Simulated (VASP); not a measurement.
Output of a VASP run:

OUTCAR:
```
 ion  position               nearest neighbor table
   1  0.852  0.852  0.852-   9 1.87   7 1.87   8 1.87   6 1.99  10 1.99   5 1.99   4 2.68   3 2.82
                             3 2.82   3 2.82   4 3.25   4 3.25   4 3.25
   2  0.352  0.352  0.352-  10 1.87   5 1.87   6 1.87   8 1.99   9 1.99   7 1.99   3 2.68   4 2.82
                             4 2.82   4 2.82   3 3.25   3 3.25   3 3.25
   3  0.148  0.148  0.148-   6 1.87   5 1.87  10 1.87   9 1.99   8 1.99   7 1.99   2 2.68   1 2.82
                             1 2.82   1 2.82   2 3.25   2 3.25   2 3.25
   4  0.648  0.648  0.648-   8 1.87   7 1.87   9 1.87  10 1.99   6 1.99   5 1.99   1 2.68   2 2.82
                             2 2.82   2 2.82   1 3.25   1 3.25   1 3.25
   5  0.444  0.056  0.750-   2 1.87   3 1.87   1 1.99   4 1.99
   6  0.056  0.750  0.444-   3 1.87   2 1.87   1 1.99   4 1.99
   7  0.556  0.944  0.250-   1 1.87   4 1.87   3 1.99   2 1.99
   8  0.250  0.556  0.944-   4 1.87   1 1.87   2 1.99   3 1.99
   9  0.944  0.250  0.556-   1 1.87   4 1.87   3 1.99   2 1.99
  10  0.750  0.444  0.056-   2 1.87   3 1.87   4 1.99   1 1.99
  LATTYP: Found a trigonal (rhomboedric) cell.
 ALAT       =     5.1804063588
 COS(alpha) =     0.5694167394
 Subroutine PRICEL returns:
 Original cell was already a primitive cell.
 Subroutine GETGRP returns: Found 12 space group operations
The static configuration has the point symmetry S_6 .
 The point group associated with its full space group is D_3d.
The dynamic configuration has the point symmetry S_6 .
 Subroutine INISYM returns: Found 12 space group operations
 Subroutine IBZKPT returns following result:
 Found     32 irreducible k-points:

 Following reciprocal coordinates:
            Coordinates               Weight
  0.000000  0.000000  0.000000      1.000000
  0.166667 -0.000000 -0.000000      6.000000
  0.333333 -0.000000  0.000000      6.000000
  0.500000 -0.000000 -0.000000      3.000000
  0.166667  0.166667  0.000000      6.000000
  0.333333  0.166667  0.000000     12.000000
  0.500000  0.166667  0.000000     12.000000
 -0.333333  0.166667 -0.000000     12.000000
 -0.166667  0.166667  0.000000      6.000000
  0.333333  0.333333  0.000000      6.000000
  0.500000  0.333333 -0.000000     12.000000
 -0.333333  0.333333  0.000000      6.000000
  0.500000  0.500000 -0.000000      3.000000
  0.166667  0.166667  0.166667      2.000000
  0.333333  0.166667  0.166667      6.000000
  0.500000  0.166667  0.166667      6.000000
 -0.333333  0.166667  0.166667      6.000000
 -0.166667  0.166667  0.166667      6.000000
  0.333333  0.333333  0.166667      6.000000
  0.500000  0.333333  0.166667     12.000000
 -0.333333  0.333333  0.166667     12.000000
 -0.166667  0.333333  0.166667     12.000000
  0.500000  0.500000  0.166667      6.000000
 -0.333333  0.500000  0.166667     12.000000
 -0.166667  0.500000  0.166667      6.000000
 -0.333333 -0.333333  0.166667      6.000000
  0.333333  0.333333  0.333333      2.000000
  0.500000  0.333333  0.333333      6.000000
 -0.333333  0.333333  0.333333      6.000000
  0.500000  0.500000  0.333333      6.000000
 -0.333333  0.500000  0.333333      6.000000
  0.500000  0.500000  0.500000      1.000000
   k-points           NKPTS =     32   k-points in BZ     NKDIM =     32   number of bands    NBANDS=     30
   number of dos      NEDOS =    601   number of ions     NIONS =     10
   total plane-waves  NPLWV =  64000
   dimension x,y,z NGX =    40 NGY =   40 NGZ =   40
   dimension x,y,z NGXF=    80 NGYF=   80 NGZF=   80
   ions per type =               4   6
   PREC   = accura    normal or accurate (medium, high low for compatibility)
   ISTART =      0    job   : 0-new  1-cont  2-samecut
   ICHARG =      2    charge: 1-file 2-atom 10-const
   ISPIN  =      1    spin polarized calculation?
   LNONCOLLINEAR =      F non collinear calculations
   LSORBIT =      F    spin-orbit coupling
   INIWAV =      1    electr: 0-lowe 1-rand  2-diag
   ENCUT  =  520.0 eV  38.22 Ry    6.18 a.u.   9.63  9.63  9.63*2*pi/ulx,y,z
   NELM   =    100;   NELMIN=  2; NELMDL= -5     # of ELM steps
   EDIFF  = 0.1E-06   stopping-criterion for ELM
   LREAL  =      F    real-space projection
   NLSPLINE    = F    spline interpolate recip. space projectors
...
```

File OSZICAR:
```
       N       E                     dE             d eps       ncg     rms          rms(c)
DAV:   1     0.255150212350E+03    0.25515E+03   -0.25683E+04  1920   0.152E+03
DAV:   2    -0.689315747894E+02   -0.32408E+03   -0.31590E+03  2540   0.316E+02
DAV:   3    -0.826674678428E+02   -0.13736E+02   -0.13694E+02  2292   0.721E+01
DAV:   4    -0.827869093482E+02   -0.11944E+00   -0.11932E+00  2298   0.762E+00
DAV:   5    -0.827886041862E+02   -0.16948E-02   -0.16946E-02  2250   0.903E-01    0.174E+01
DAV:   6    -0.747591242426E+02    0.80295E+01   -0.35823E+01  2214   0.331E+01    0.595E+00
DAV:   7    -0.747884835787E+02   -0.29359E-01   -0.64452E-01  2250   0.466E+00    0.320E+00
DAV:   8    -0.748059150307E+02   -0.17431E-01   -0.67666E-02  2238   0.228E+00    0.683E-01
DAV:   9    -0.748115806499E+02   -0.56656E-02   -0.13504E-02  2292   0.776E-01    0.302E-01
DAV:  10    -0.748122309916E+02   -0.65034E-03   -0.10024E-03  2256   0.211E-01    0.658E-02
DAV:  11    -0.748121748398E+02    0.56152E-04   -0.51777E-04  2280   0.133E-01    0.236E-02
DAV:  12    -0.748121753752E+02   -0.53541E-06   -0.36219E-05  2280   0.379E-02    0.501E-03
DAV:  13    -0.748121751340E+02    0.24121E-06   -0.36951E-06  2280   0.113E-02    0.116E-03
DAV:  14    -0.748121750120E+02    0.12207E-06   -0.11963E-07  1560   0.245E-03    0.105E-03
DAV:  15    -0.748121750538E+02   -0.41799E-07   -0.76251E-08  1452   0.170E-03
   1 F= -.74812175E+02 E0= -.74812175E+02  d E =0.000000E+00
```

### OUTCAR
```
------------------------ aborting loop because EDIFF is reached ----------------------------------------
  FORCE on cell =-STRESS in cart. coord.  units (eV):
  Direction    XX          YY          ZZ          XY          YZ          ZX
  --------------------------------------------------------------------------------------
  Total       -0.0361091      0.0236161      0.0176014      0.0000000      0.0000000     -0.0189534
  in kB       -0.6608305      0.4321976      0.3221227      0.0000000      0.0000000     -0.3468644
  external PRESSURE =       0.0311633 kB  Pullay stress =       0.0000000 kB
  volume of cell :       87.55
      direct lattice vectors                 reciprocal lattice vectors
     4.588999065 -2.403684157  0.000314863     0.108962494 -0.208014018 -0.091420744
     4.588999065  2.403684157  0.000314863     0.108962494  0.208014018 -0.091420744
     3.329694797  0.000000000  3.968594400    -0.000017290  0.000000000  0.251992889
 POSITION                                       TOTAL-FORCE (eV/Angst)
 -----------------------------------------------------------------------------------
     10.65840      0.00000      3.38237         0.001949      0.000000      0.000619
      4.40456      0.00000      1.39775         0.001949      0.000000      0.000619
      1.84929      0.00000      0.58686        -0.001949      0.000000     -0.000619
      8.10314      0.00000      2.57147        -0.001949      0.000000     -0.000619
      4.79177     -0.93176      2.97660         0.000000     -0.000315     -0.000000
      5.17735      1.66772      1.76159        -0.000083      0.000158      0.000260
      7.71592      0.93176      0.99262         0.000000      0.000315      0.000000
      6.84219      0.73596      3.74589        -0.000083     -0.000158      0.000260
      7.33035     -1.66772      2.20763         0.000083     -0.000158     -0.000260
      5.66550     -0.73596      0.22334         0.000083      0.000158     -0.000260
 -----------------------------------------------------------------------------------
    total drift:                               -0.000000      0.000000     -0.000000
  FREE ENERGIE OF THE ION-ELECTRON SYSTEM (eV)
  ---------------------------------------------------
  free  energy   TOTEN  =       -74.8121750538 eV

  energy  without entropy=      -74.8121750538  energy(sigma->0) =      -74.81217505

 total charge

# of ion       s       p       d       tot
------------------------------------------
    1        0.307   0.386   0.000   0.693
    2        0.307   0.386   0.000   0.693
    3        0.307   0.386   0.000   0.693
    4        0.307   0.386   0.000   0.693
    5        1.547   3.625   0.000   5.172
    6        1.547   3.625   0.000   5.172
    7        1.547   3.625   0.000   5.172
    8        1.547   3.625   0.000   5.172
    9        1.547   3.625   0.000   5.172
   10        1.547   3.625   0.000   5.172
--------------------------------------------------
tot         10.506  23.297   0.000  33.803

 Electric field gradients after diagonalization (V/A^2)
 (convention: |V_zz| > |V_xx| > |V_yy|)
----------------------------------------------------------------------
 ion       V_xx      V_yy      V_zz     asymmetry (V_yy - V_xx)/ V_zz
----------------------------------------------------------------------
   1      -2.951    -2.951     5.901       0.000
   2      -2.951    -2.951     5.901       0.000
   3      -2.951    -2.951     5.901       0.000
   4      -2.951    -2.951     5.901       0.000
   5      29.486     9.557   -39.044       0.510
   6      29.486     9.557   -39.044       0.510
   7      29.486     9.557   -39.044       0.510
   8      29.486     9.557   -39.044       0.510
   9      29.486     9.557   -39.044       0.510
  10      29.486     9.557   -39.044       0.510
```
(Selected blocks of OUTCAR.)

**POSCAR**
```
Al2O3
1
    4.5889990646    -2.4036841573     0.0003148625
    4.5889990646     2.4036841573     0.0003148625
    3.3296947971     0.0000000000     3.9685943997
Al O
4 6
Direct
  0.8521477052   0.8521477052   0.8521477052
  0.3521477052   0.3521477052   0.3521477052
  0.1478522948   0.1478522948   0.1478522948
  0.6478522948   0.6478522948   0.6478522948
  0.4438187044   0.0561812956   0.7500000000
  0.0561812956   0.7500000000   0.4438187044
  0.5561812956   0.9438187044   0.2500000000
  0.2500000000   0.5561812956   0.9438187044
  0.9438187044   0.2500000000   0.5561812956
  0.7500000000   0.4438187044   0.0561812956
```

Q: Write an INCAR and KPOINTS that could have produced this output.

A: One answer among several that fit: the input of the run itself, PBE GGA, plane waves, VASP's PBE PAW potentials (set 64).

INCAR:
```
ALGO=Normal
EDIFF=1E-7
ENCUT=520
GGA=PE
ISIF=2
ISMEAR=-5
LASPH=.True.
LCHARG=.True.
LEFG=.True.
LORBIT=11
LREAL=.False.
LWAVE=.False.
NEDOS=601
NELM=100
PREC=Accurate
SYSTEM=Al2O3
```

### KPOINTS
```
Automatic
0
gamma
  6 6 6
0 0 0
```

POTCAR, in this order: Al O (PBE.64 set). Program: vasp_std.

The compound is Al2O3 in the corundum structure. It was relaxed first.
